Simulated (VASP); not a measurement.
Data:

```yaml
crystal:
  lattice:
    - [0.00000, 3.08736, 3.08736]
    - [3.08736, 0.00000, 3.08736]
    - [3.08736, 3.08736, 0.00000]
  atoms:
    - { symbol: In, position: [0.00000, 0.00000, 0.00000] }
    - { symbol: As, position: [0.25000, 0.25000, 0.25000] }
```

Method: PBE GGA with D3 dispersion (Becke-Johnson damping), VASP's PBE PAW potentials (set 64) (plane waves; VASP). Settings: 520 eV cut-off, 10×10×10 Γ-centred mesh, first-order Methfessel-Paxton smearing of 0.10 eV, potentials In_d As.

Q: Give the stress tensor in GPa (positive for a compressed cell).

A: 
```
-1.51   0.00   0.00
 0.00  -1.51   0.00
 0.00   0.00  -1.51
```
The pressure is its mean diagonal, -1.51 GPa.

The compound is InAs in the zinc blende structure. This cell is one point of a volume scan, at 1.03 of the reference volume.
